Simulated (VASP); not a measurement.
Runs of VASP 6.6.1 on Al2C3. All rows change the cell; the cell of one of them follows. It takes space group P4/mmm (No. 123, tetragonal). Conventional cell: a = 3.745 Å, b = 3.745 Å, c = 3.661 Å, α = 90.00°, β = 90.00°, γ = 90.00°. Around Al (site symmetry mmm) lie 4 C at 2.20 Å. Around C (site symmetry 4mm) lie 1 C at 1.37 Å. C (site symmetry 4/mmm) has 8 Al at 2.62 Å and 8 C at 2.74 Å as nearest neighbours. The cell was built by a generator and needn't be a form met in nature.

```csv
task,cell,k mesh,cutoff (eV),mesh quality,gap on the mesh (eV),pressure (GPa),largest force (eV/Å)
relaxation of cell and atoms,"relaxed from: random cell by space group and Wyckoff sites (P4/mmm, No. 123)",10 × 10 × 10,600,not flagged,none,0.0,-
single point,"random cell by space group and Wyckoff sites (P4/mmm, No. 123)",4 × 4 × 6,520,coarse,none,0.0,(a)
single point,"random cell by space group and Wyckoff sites (P4/mmm, No. 123)",10 × 10 × 10,520,not flagged,none,0.0,0.07
relaxation of cell and atoms,"relaxed from: random cell by space group and Wyckoff sites (P4/mmm, No. 123)",4 × 4 × 6,600,coarse,none,0.4,0.04
```

Alike in all rows: level PBE; potentials or basis VASP PAW PBE potentials, release 64 (Al, C); no spin polarisation; smearing gaussian 0.1 eV.

**Question.** Estimate the missing entries.

**Answer.** (a) 0.06.

Caveats: some runs use coarse meshes; the relaxation stopped at its first step, so nothing moved (some runs).

A gap of «none» marks a metal or a gap under the smearing width.
